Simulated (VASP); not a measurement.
Given:

```yaml
crystal:
  lattice:
    - [1.90526, -3.30000, 0.00000]
    - [1.90526, 3.30000, 0.00000]
    - [0.00000, 0.00000, 6.89627]
  atoms:
    - { symbol: Zr, position: [0.00000, 0.00000, 0.00000] }
    - { symbol: Se, position: [0.33333, 0.66667, 0.22867] }
    - { symbol: Se, position: [0.66667, 0.33333, 0.77133] }
```

These are PBE GGA, VASP's PBE PAW potentials (set 64) (plane waves; VASP) values and carry that method's errors. Run with 520 eV cut-off, 6×6×3 Γ-centred mesh, Gaussian smearing of 0.050 eV, potentials Zr_sv Se.

Without a dispersion term in the relaxation, distances and binding between the weakly bound layers, chains or molecules are unreliable, and so is what depends on them.

Task: Predict the energy per atom (σ→0).

Result: 
| Property | Value |
|---|---|
| energy per atom (σ→0) | -6528 meV/atom |

The compound is ZrSe2 in the 1T layered structure. It was relaxed first, which changed the volume by +15 %.
